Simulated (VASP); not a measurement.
MgI2 (1T layered) relaxed at rising pressure, in one space group throughout; other phases were not tried. The pressures are those reached. Level of theory: PBE GGA, VASP's PBE PAW potentials (set 64) (plane waves; VASP).

Without a dispersion term in the relaxation, distances and binding between the weakly bound layers, chains or molecules are unreliable, and so is what depends on them.

| P (GPa) | V (Å³/atom) | k-mesh |
|---|---|---|
| 0.01 | 38.634 | 6×6×3 |
| 4.98 | 29.802 | 6×6×4 |
| 9.99 | 26.994 | 7×7×4 |
| 19.97 | 23.819 | 7×7×4 |
| 30.00 | 21.856 | 7×7×4 |

A change of mesh leaves a small step in the series.

Q: Fit an equation of state and predict the volume at 44.97 GPa.

A: Least squares on the third-order Birch-Murnaghan form, P = (3B0/2)(y⁷ − y⁵)[1 + (3/4)(B′ − 4)(y² − 1)] with y = (V0/V)^(1/3), gives V0 = 38.200 Å³/atom, B0 = 10 GPa and B′ = 6.4, and so 20.045 Å³/atom. The run gave 19.875 Å³/atom, -0.8 % from the fit.

Pressures at which the relaxation failed are left out.

The compound is MgI2 in the 1T layered structure.
